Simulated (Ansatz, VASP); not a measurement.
# SiO2 in two plane-wave programs, part 2 of 3

One calculation is typed for both programs; each brings its own data sets. How far apart do they land? The cell is taken from a series of runs on this material, whose earlier steps may have relaxed, scaled, displaced or heated it; both programs get it as it stands.

VASP 6.6.1 and Ansatz 0.2.0.

So far: The structure; VASP: zone-centre phonons, LDA.

## Step 2: VASP: zone-centre phonons, LDA (continued)

Level of this step: LDA; plane waves and PAW (O, Si) (VASP).

Parts of OUTCAR (step 2):

```text
ion  position               nearest neighbor table
   1  0.693  0.693  0.000-   5 1.75   5 1.75   6 1.82
   2  0.193  0.807  0.500-   6 1.75   6 1.75   5 1.82
   3  0.307  0.307  0.000-   5 1.75   5 1.75   6 1.82
   4  0.807  0.193  0.500-   6 1.75   6 1.75   5 1.82
   5  0.500  0.500  0.500-   1 1.75   3 1.75   1 1.75   3 1.75   2 1.82   4 1.82
   6  0.000  0.000  0.000-   2 1.75   4 1.75   2 1.75   4 1.75   3 1.82   1 1.82

  LATTYP: Found a simple tetragonal cell.
 ALAT       =     4.1964618875
 C/A-ratio  =     0.6309941913

 Subroutine GETGRP returns: Found 16 space group operations
 (whereof  8 operations were pure point group operations)

The static configuration has the point symmetry D_2h.
 The point group associated with its full space group is D_4h.

 Found     75 irreducible k-points:

   k-points           NKPTS =     75   k-points in BZ     NKDIM =     75   number of bands    NBANDS=     22

   dimension x,y,z NGX =    36 NGY =   36 NGZ =   24
   dimension x,y,z NGXF=    72 NGYF=   72 NGZF=   48

   ENCUT  =  600.0 eV  44.10 Ry    6.64 a.u.   8.38  8.38  5.29*2*pi/ulx,y,z

   NELECT =      32.0000    total number of electrons

 k-points in reciprocal lattice and weights: Automatic mesh
   0.00000000  0.00000000  0.00000000       0.002
   0.12500000  0.00000000  0.00000000       0.008
   0.25000000  0.00000000  0.00000000       0.008
   0.37500000  0.00000000  0.00000000       0.008
   0.50000000  0.00000000  0.00000000       0.004
   0.12500000  0.12500000  0.00000000       0.008
   0.25000000  0.12500000  0.00000000       0.016
   0.37500000  0.12500000  0.00000000       0.016
   0.50000000  0.12500000  0.00000000       0.008
[...]
0.50000000  0.37500000  0.50000000       0.008
   0.50000000  0.50000000  0.50000000       0.002

[...]
2     0.38183     3.79204     0.00000
    3     0.00000     0.00000     4.01814

 Eigenvectors and eigenvalues of the dynamical matrix
 ----------------------------------------------------

   1 f  =   27.880867 THz   175.180651 2PiTHz  930.005601 cm-1   115.305947 meV
             X         Y         Z           dx          dy          dz
      2.909939  2.909939  0.000000    -0.353553   -0.353553    0.000000
      0.811708  3.384754  1.323972     0.353553   -0.353553   -0.000000
      1.286523  1.286523  0.000000     0.353553    0.353553   -0.000000
      3.384754  0.811708  1.323972    -0.353553    0.353553    0.000000
      2.098231  2.098231  1.323972    -0.000000   -0.000000   -0.000000
      0.000000  0.000000  0.000000     0.000000   -0.000000   -0.000000

   2 f  =   24.778265 THz   155.686428 2PiTHz  826.513939 cm-1   102.474622 meV
             X         Y         Z           dx          dy          dz
      2.909939  2.909939  0.000000     0.327055    0.336553    0.000000
      0.811708  3.384754  1.323972    -0.108287   -0.134274    0.000000
      1.286523  1.286523  0.000000     0.327055    0.336553   -0.000000
      3.384754  0.811708  1.323972    -0.108287   -0.134274   -0.000000
      2.098231  2.098231  1.323972    -0.468281   -0.480554    0.000000
      0.000000  0.000000  0.000000     0.138126    0.175283    0.000000

   3 f  =   24.778265 THz   155.686428 2PiTHz  826.513939 cm-1   102.474622 meV
             X         Y         Z           dx          dy          dz
      2.909939  2.909939  0.000000    -0.134274    0.108287   -0.000000
      0.811708  3.384754  1.323972     0.336553   -0.327055   -0.000000
      1.286523  1.286523  0.000000    -0.134274    0.108287   -0.000000
      3.384754  0.811708  1.323972     0.336553   -0.327055   -0.000000
      2.098231  2.098231  1.323972     0.175283   -0.138126    0.000000
      0.000000  0.000000  0.000000    -0.480554    0.468281   -0.000000

   4 f  =   22.719438 THz   142.750439 2PiTHz  757.838876 cm-1    93.960003 meV
             X         Y         Z           dx          dy          dz
      2.909939  2.909939  0.000000    -0.000000    0.000000    0.444436
      0.811708  3.384754  1.323972     0.000000   -0.000000   -0.444436
      1.286523  1.286523  0.000000    -0.000000   -0.000000    0.444436
      3.384754  0.811708  1.323972     0.000000   -0.000000   -0.444436
      2.098231  2.098231  1.323972     0.000000   -0.000000   -0.323965
      0.000000  0.000000  0.000000    -0.000000    0.000000    0.323965

   5 f  =   22.218584 THz   139.603484 2PiTHz  741.132203 cm-1    91.888641 meV
             X         Y         Z           dx          dy          dz
      2.909939  2.909939  0.000000    -0.353553   -0.353553   -0.000000
      0.811708  3.384754  1.323972    -0.353553    0.353553   -0.000000
      1.286523  1.286523  0.000000     0.353553    0.353553    0.000000
      3.384754  0.811708  1.323972     0.353553   -0.353553    0.000000
      2.098231  2.098231  1.323972    -0.000000   -0.000000    0.000000
      0.000000  0.000000  0.000000     0.000000   -0.000000    0.000000

   6 f  =   20.076889 THz   126.146817 2PiTHz  669.692945 cm-1    83.031306 meV
             X         Y         Z           dx          dy          dz
      2.909939  2.909939  0.000000    -0.000000    0.000000    0.341855
      0.811708  3.384754  1.323972     0.000000   -0.000000    0.341855
      1.286523  1.286523  0.000000    -0.000000    0.000000    0.341855
      3.384754  0.811708  1.323972     0.000000   -0.000000    0.341855
      2.098231  2.098231  1.323972     0.000000   -0.000000   -0.516014
      0.000000  0.000000  0.000000     0.000000    0.000000   -0.516014

   7 f  =   17.501064 THz   109.962429 2PiTHz  583.772664 cm-1    72.378553 meV
             X         Y         Z           dx          dy          dz
      2.909939  2.909939  0.000000    -0.000000    0.000000    0.494773
      0.811708  3.384754  1.323972     0.000000    0.000000    0.505173
      1.286523  1.286523  0.000000     0.000000   -0.000000   -0.494773
      3.384754  0.811708  1.323972    -0.000000   -0.000000   -0.505173
      2.098231  2.098231  1.323972     0.000000   -0.000000   -0.000000
      0.000000  0.000000  0.000000    -0.000000    0.000000   -0.000000

   8 f  =   17.501064 THz   109.962429 2PiTHz  583.772664 cm-1    72.378553 meV
             X         Y         Z           dx          dy          dz
      2.909939  2.909939  0.000000    -0.000000    0.000000   -0.505173
      0.811708  3.384754  1.323972     0.000000    0.000000    0.494773
      1.286523  1.286523  0.000000     0.000000   -0.000000    0.505173
      3.384754  0.811708  1.323972    -0.000000   -0.000000   -0.494773
      2.098231  2.098231  1.323972    -0.000000    0.000000    0.000000
      0.000000  0.000000  0.000000     0.000000    0.000000   -0.000000

   9 f  =   17.492589 THz   109.909178 2PiTHz  583.489963 cm-1    72.343503 meV
             X         Y         Z           dx          dy          dz
      2.909939  2.909939  0.000000    -0.353553    0.353553    0.000000
      0.811708  3.384754  1.323972     0.353553    0.353553   -0.000000
      1.286523  1.286523  0.000000     0.353553   -0.353553   -0.000000
      3.384754  0.811708  1.323972    -0.353553   -0.353553    0.000000
      2.098231  2.098231  1.323972     0.000000    0.000000    0.000000
      0.000000  0.000000  0.000000    -0.000000   -0.000000    0.000000

  10 f  =   16.599275 THz   104.296318 2PiTHz  553.692199 cm-1    68.649052 meV
             X         Y         Z           dx          dy          dz
      2.909939  2.909939  0.000000     0.318477   -0.122260   -0.000000
      0.811708  3.384754  1.323972    -0.324515    0.137222   -0.000000
      1.286523  1.286523  0.000000     0.318477   -0.122260    0.000000
      3.384754  0.811708  1.323972    -0.324515    0.137222    0.000000
      2.098231  2.098231  1.323972     0.476779   -0.201804   -0.000000
      0.000000  0.000000  0.000000    -0.467718    0.179351    0.000000

  11 f  =   16.599275 THz   104.296318 2PiTHz  553.692199 cm-1    68.649052 meV
             X         Y         Z           dx          dy          dz
      2.909939  2.909939  0.000000    -0.137222   -0.324515   -0.000000
      0.811708  3.384754  1.323972     0.122260    0.318477   -0.000000
      1.286523  1.286523  0.000000    -0.137222   -0.324515    0.000000
      3.384754  0.811708  1.323972     0.122260    0.318477    0.000000
      2.098231  2.098231  1.323972    -0.179351   -0.467718    0.000000
      0.000000  0.000000  0.000000     0.201804    0.476779   -0.000000

  12 f  =   13.589834 THz    85.387445 2PiTHz  453.308067 cm-1    56.203012 meV
             X         Y         Z           dx          dy          dz
      2.909939  2.909939  0.000000     0.165098    0.033506   -0.000000
      0.811708  3.384754  1.323972     0.347122    0.307179    0.000000
      1.286523  1.286523  0.000000     0.165098    0.033506    0.000000
      3.384754  0.811708  1.323972     0.347122    0.307179   -0.000000
      2.098231  2.098231  1.323972    -0.274186   -0.088123   -0.000000
      0.000000  0.000000  0.000000    -0.499001   -0.426134    0.000000

  13 f  =   13.589834 THz    85.387445 2PiTHz  453.308067 cm-1    56.203012 meV
             X         Y         Z           dx          dy          dz
      2.909939  2.909939  0.000000     0.307179   -0.347122    0.000000
      0.811708  3.384754  1.323972     0.033506   -0.165098    0.000000
      1.286523  1.286523  0.000000     0.307179   -0.347122   -0.000000
      3.384754  0.811708  1.323972     0.033506   -0.165098   -0.000000
      2.098231  2.098231  1.323972    -0.426134    0.499001   -0.000000
      0.000000  0.000000  0.000000    -0.088123    0.274186   -0.000000
    [... 43 further lines ...]
      2.098231  2.098231  1.323972     0.156193   -0.457546   -0.000000
      0.000000  0.000000  0.000000     0.156166   -0.457537   -0.000000

 MACROSCOPIC STATIC DIELECTRIC TENSOR IONIC CONTRIBUTION
 ------------------------------------------------------
           8.318425     0.000000     0.000000
           0.000000     8.318425     0.000000
           0.000000     0.000000     5.079613
 ------------------------------------------------------

 ELASTIC MODULI CONTR FROM IONIC RELAXATION (kBar)
 Direction    XX          YY          ZZ          XY          YZ          ZX
 --------------------------------------------------------------------------------
 XX       -1021.9085     70.3851    -66.7298     -0.0000     -0.0000     -0.0000
 YY          70.3851  -1021.9085    -66.7298     -0.0000      0.0000      0.0000
 ZZ         -66.7298    -66.7298     -9.3595     -0.0000     -0.0000      0.0000
 XY           0.0000     -0.0000      0.0000    -39.3879      0.0000     -0.0000
 YZ          -0.0000      0.0000     -0.0000      0.0000    -73.2087      0.0000
 ZX          -0.0000      0.0000      0.0000     -0.0000      0.0000    -94.8455
 --------------------------------------------------------------------------------

 PIEZOELECTRIC TENSOR IONIC CONTR  for field in x, y, z        (C/m^2)
          XX          YY          ZZ          XY          YZ          ZX
  --------------------------------------------------------------------------------
  x     0.00000    -0.00000     0.00000    -0.00000    -0.00000     0.00000
  y    -0.00000     0.00000     0.00000    -0.00000     0.00000     0.00000
  z     0.00000     0.00000     0.00000    -0.00000     0.00000     0.00000
```

(Part 2 of 3 ends here.)

[Lines on the potential files, build, host, timing and source positions are cut from VASP's logs without a mark.]

[Logs are printed without paths, hosts, clocks, repeated set-up lines and the standing remarks that a program may print on its own settings, such as how far it seeks lower states.]

[Hosts, paths, dates, database ids (printed as entryN), source tags and the programs' standing remarks are cut or masked in the printed files.]
